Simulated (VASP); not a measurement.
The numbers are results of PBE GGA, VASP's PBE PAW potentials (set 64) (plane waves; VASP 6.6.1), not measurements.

VASP ran on this input.

### INCAR
```
NSW=60
SYSTEM=Pb32Te31
LWAVE=.False.
NELM=100
ISYM=0
ISMEAR=0
GGA=PE
LASPH=.True.
EDIFFG=-0.03   ! ionic stop
ISIF=2   ! forces and stress, cell fixed
PREC=Normal
LCHARG=.False.
ALGO=Fast
NELMIN=4
IBRION=2   ! conjugate gradients
EDIFF=1E-5
ENCUT=400   ! plane-wave cut-off (eV)
LMAXMIX=4   ! l cut-off of mixed one-centre charges
LREAL=Auto   ! projection in real space or not
SIGMA=0.05   ! width (eV)
```

### KPOINTS
```
Automatic mesh
0
Gamma
1 1 1
0 0 0
```

**POSCAR**
```
Pb32Te31
1
   13.1200611128     0.0000000000     0.0000000000
    0.0000000000    13.1200611128    -0.0000000000
   -0.0000000000    -0.0000000000    13.1200611128
Te Pb
31 32
Direct
  0.7500000000   0.2500000000   0.2500000000
  0.0000000000   0.5000000000   0.2500000000
  0.0000000000   0.2500000000   0.5000000000
  0.2500000000   0.2500000000   0.2500000000
  0.7500000000   0.7500000000   0.2500000000
  0.0000000000   0.0000000000   0.2500000000
  0.5000000000   0.2500000000   0.5000000000
  0.7500000000   0.5000000000   0.5000000000
  0.0000000000   0.7500000000   0.5000000000
  0.7500000000   0.2500000000   0.7500000000
  0.0000000000   0.5000000000   0.7500000000
  0.0000000000   0.2500000000   0.0000000000
  0.2500000000   0.7500000000   0.2500000000
  0.5000000000   0.0000000000   0.2500000000
  0.2500000000   0.5000000000   0.5000000000
  0.5000000000   0.7500000000   0.5000000000
  0.7500000000   0.0000000000   0.5000000000
  0.2500000000   0.2500000000   0.7500000000
  0.5000000000   0.5000000000   0.7500000000
  0.7500000000   0.7500000000   0.7500000000
  0.0000000000   0.0000000000   0.7500000000
  0.5000000000   0.2500000000   0.0000000000
  0.7500000000   0.5000000000   0.0000000000
  0.0000000000   0.7500000000   0.0000000000
  0.2500000000   0.0000000000   0.5000000000
  0.2500000000   0.7500000000   0.7500000000
  0.5000000000   0.0000000000   0.7500000000
  0.2500000000   0.5000000000   0.0000000000
  0.5000000000   0.7500000000   0.0000000000
  0.7500000000   0.0000000000   0.0000000000
  0.2500000000   0.0000000000   0.0000000000
  0.5000000000   0.0000000000   0.0000000000
  0.7500000000   0.2500000000   0.0000000000
  0.7500000000   0.0000000000   0.2500000000
  0.0000000000   0.0000000000   0.0000000000
  0.2500000000   0.2500000000   0.0000000000
  0.5000000000   0.5000000000   0.0000000000
  0.7500000000   0.7500000000   0.0000000000
  0.2500000000   0.0000000000   0.2500000000
  0.5000000000   0.2500000000   0.2500000000
  0.7500000000   0.5000000000   0.2500000000
  0.5000000000   0.0000000000   0.5000000000
  0.7500000000   0.2500000000   0.5000000000
  0.7500000000   0.0000000000   0.7500000000
  0.0000000000   0.5000000000   0.0000000000
  0.2500000000   0.7500000000   0.0000000000
  0.0000000000   0.2500000000   0.2500000000
  0.2500000000   0.5000000000   0.2500000000
  0.5000000000   0.7500000000   0.2500000000
  0.0000000000   0.0000000000   0.5000000000
  0.2500000000   0.2500000000   0.5000000000
  0.5000000000   0.5000000000   0.5000000000
  0.7500000000   0.7500000000   0.5000000000
  0.2500000000   0.0000000000   0.7500000000
  0.5000000000   0.2500000000   0.7500000000
  0.7500000000   0.5000000000   0.7500000000
  0.0000000000   0.7500000000   0.2500000000
  0.0000000000   0.5000000000   0.5000000000
  0.2500000000   0.7500000000   0.5000000000
  0.0000000000   0.2500000000   0.7500000000
  0.2500000000   0.5000000000   0.7500000000
  0.5000000000   0.7500000000   0.7500000000
  0.0000000000   0.7500000000   0.7500000000
```

POTCAR, in this order: Te Pb (PBE.64 set). Program: vasp_gam.

The supercell is sampled at Γ alone, which is coarse: total energies, pressure and levels can be off, energies of defects by several tenths of an eV.

**Question.** Predict the energy per atom (σ→0).

**Answer.** 
The energy per atom (σ→0) comes out as -3.491 eV/atom.

OSZICAR:
```
...
  13 F= -.21994172E+03 E0= -.21994172E+03  d E =-.506816E-02
       N       E                     dE             d eps       ncg     rms          rms(c)
DAV:   1    -0.219941737360E+03   -0.21198E-04   -0.12145E-01   388   0.540E-01    0.194E-01
RMM:   2    -0.219942244666E+03   -0.50731E-03   -0.76164E-03   382   0.134E-01    0.688E-02
RMM:   3    -0.219942345285E+03   -0.10062E-03   -0.14115E-03   412   0.538E-02    0.600E-02
RMM:   4    -0.219942352658E+03   -0.73725E-05   -0.17608E-04   387   0.214E-02    0.383E-02
RMM:   5    -0.219942350187E+03    0.24711E-05   -0.47650E-05   300   0.112E-02
  14 F= -.21994235E+03 E0= -.21994235E+03  d E =-.569904E-02
```

The cell is a supercell with a defect, built from PbTe (rock salt): vac_Te. The run is not spin-polarised, so no state with unpaired spins was tried.
